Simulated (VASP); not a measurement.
Output of a VASP run:

### OSZICAR
```
       N       E                     dE             d eps       ncg     rms          rms(c)
DAV:   1     0.484697332368E+02    0.48470E+02   -0.39929E+03  1848   0.159E+03
DAV:   2     0.234697549543E+02   -0.25000E+02   -0.23735E+02  3510   0.281E+02
DAV:   3     0.222047139245E+02   -0.12650E+01   -0.12446E+01  3420   0.636E+01
DAV:   4     0.221644538892E+02   -0.40260E-01   -0.39719E-01  3534   0.122E+01
DAV:   5     0.221632808898E+02   -0.11730E-02   -0.11722E-02  3540   0.174E+00    0.236E+00
DAV:   6    -0.877596494841E+01   -0.30939E+02   -0.10362E+02  3594   0.187E+03    0.121E+00
DAV:   7    -0.955338322190E+01   -0.77742E+00   -0.39545E+00  2520   0.345E+01    0.839E-01
DAV:   8     0.416591584402E+01    0.13719E+02   -0.50418E+04  1800   0.440E+05    0.247E-01
DAV:   9    -0.955761227785E+01   -0.13724E+02   -0.41065E+00  1824   0.348E+01    0.635E-02
DAV:  10    -0.955267182937E+01    0.49404E-02   -0.43451E-03  3198   0.837E-01    0.360E-02
DAV:  11    -0.955256784573E+01    0.10398E-03   -0.92256E-05  1890   0.157E-01    0.290E-02
DAV:  12    -0.955243802956E+01    0.12982E-03   -0.13080E-04  2322   0.184E-01    0.618E-03
DAV:  13    -0.955266313788E+01   -0.22511E-03   -0.47707E-05  2088   0.119E-01    0.243E-03
DAV:  14    -0.955266961995E+01   -0.64821E-05   -0.12393E-06  2670   0.186E-02    0.160E-03
DAV:  15    -0.955266947075E+01    0.14920E-06   -0.89847E-08  1284   0.374E-03
   1 F= -.95526695E+01 E0= -.95526329E+01  d E =-.955267E+01
       N       E                     dE             d eps       ncg     rms          rms(c)
DAV:   1    -0.955657038046E+01   -0.39008E-02   -0.15960E-02  2268   0.148E+00    0.514E-02
DAV:   2    -0.955685655699E+01   -0.28618E-03   -0.47122E-05  2406   0.720E-02    0.310E-02
DAV:   3    -0.955686961140E+01   -0.13054E-04   -0.34002E-05  2052   0.909E-02    0.229E-03
DAV:   4    -0.955688199264E+01   -0.12381E-04   -0.11842E-06  2220   0.115E-02    0.125E-03
DAV:   5    -0.955687969218E+01    0.23005E-05   -0.36526E-07  1680   0.523E-03    0.400E-04
DAV:   6    -0.955688369796E+01   -0.40058E-05   -0.96047E-08  1164   0.288E-03    0.867E-05
DAV:   7    -0.955688381757E+01   -0.11961E-06   -0.71386E-09  1008   0.857E-04
   2 F= -.95568838E+01 E0= -.95568337E+01  d E =-.421435E-02
       N       E                     dE             d eps       ncg     rms          rms(c)
DAV:   1    -0.955697958348E+01   -0.95886E-04   -0.50063E-04  2280   0.262E-01    0.918E-03
DAV:   2    -0.955698935070E+01   -0.97672E-05   -0.14861E-06  2370   0.127E-02    0.553E-03
DAV:   3    -0.955699133645E+01   -0.19858E-05   -0.10744E-06  1914   0.161E-02    0.423E-04
DAV:   4    -0.955699175884E+01   -0.42238E-06   -0.38243E-08   972   0.208E-03
   3 F= -.95569918E+01 E0= -.95569382E+01  d E =-.432229E-02
       N       E                     dE             d eps       ncg     rms          rms(c)
DAV:   1    -0.955699102550E+01    0.31095E-06   -0.88561E-06  2238   0.350E-02    0.125E-03
DAV:   2    -0.955699118659E+01   -0.16108E-06   -0.30544E-08  1026   0.175E-03
   4 F= -.95569912E+01 E0= -.95569372E+01  d E =-.432172E-02
       N       E                     dE             d eps       ncg     rms          rms(c)
DAV:   1    -0.955700194539E+01   -0.10920E-04   -0.11384E-04  2262   0.721E-02    0.390E-03
DAV:   2    -0.955700170743E+01    0.23796E-06   -0.61460E-07  2016   0.675E-03
   5 F= -.95570017E+01 E0= -.95569436E+01  d E =-.105208E-04
```

**OUTCAR**
```
------------------------ aborting loop because EDIFF is reached ----------------------------------------
  FORCE on cell =-STRESS in cart. coord.  units (eV):
  Direction    XX          YY          ZZ          XY          YZ          ZX
  --------------------------------------------------------------------------------------
  Total        0.0048548      0.0048548      0.0047929      0.0000000     -0.0000000      0.0000000
  in kB        0.4913614      0.4913613      0.4850946      0.0000000     -0.0000000      0.0000000
  external PRESSURE =       0.4892725 kB  Pullay stress =       0.0000000 kB
  volume of cell :       15.83
      direct lattice vectors                 reciprocal lattice vectors
     1.132967341 -1.962356829 -0.000000000     0.441318988 -0.254795658 -0.000000000
     1.132967341  1.962356829 -0.000000000     0.441318988  0.254795658 -0.000000000
     0.000000000 -0.000000000  3.560061241     0.000000000 -0.000000000  0.280894044
 POSITION                                       TOTAL-FORCE (eV/Angst)
 -----------------------------------------------------------------------------------
      1.13297      0.65412      0.89002        -0.000000     -0.000000      0.000000
      1.13297     -0.65412      2.67005         0.000000      0.000000      0.000000
 -----------------------------------------------------------------------------------
    total drift:                               -0.000000     -0.000003      0.000005
  FREE ENERGIE OF THE ION-ELECTRON SYSTEM (eV)
  ---------------------------------------------------
  free  energy   TOTEN  =        -9.5570017074 eV

  energy  without entropy=       -9.5568275105  energy(sigma->0) =       -9.55694364

 reached required accuracy - stopping structural energy minimisation
```
(Selected blocks of OUTCAR.)

POSCAR:
```
Be
1
    1.1450000000    -1.9831980000     0.0000000000
    1.1450000000     1.9831980000     0.0000000000
    0.0000000000     0.0000000000     3.5800000000
Be
2
Direct
  0.3333330000   0.6666670000   0.2500000000
  0.6666670000   0.3333330000   0.7500000000
```

### Question
Reconstruct the remaining input files.

### Answer
One answer among several that fit: the input of the run itself, TPSS meta-GGA, plane waves, VASP's PBE PAW potentials (set 64).

INCAR:
```
! general
SYSTEM   =  Be
PREC     =  Accurate
ENCUT    =  520   ! plane-wave cut-off (eV)
LREAL    =  F
LASPH    =  T

! electronic loop
EDIFF    =  1E-6   ! SCF stop (eV)
NELM     =  100   ! most electronic steps
ALGO     =  Normal   ! blocked Davidson
LMIXTAU  =  T

! smearing
ISMEAR   =  1
SIGMA    =  0.1

! functional
METAGGA  =  TPSS

! ions
IBRION   =  2
NSW      =  60   ! most ionic steps
ISIF     =  3   ! ions, shape and volume
EDIFFG   =  -0.01   ! ionic stop

! output
LWAVE    =  F
LCHARG   =  F
```

KPOINTS:
```
Automatic mesh
0
Gamma
16 16 9
0 0 0
```

POTCAR, in this order: Be (PBE.64 set). Program: vasp_std.

Energy and stress use the plane-wave basis of the starting cell.

The compound is Be in the hcp structure. This run relaxes it. Symmetry was kept, so distortions that lower it aren't found.
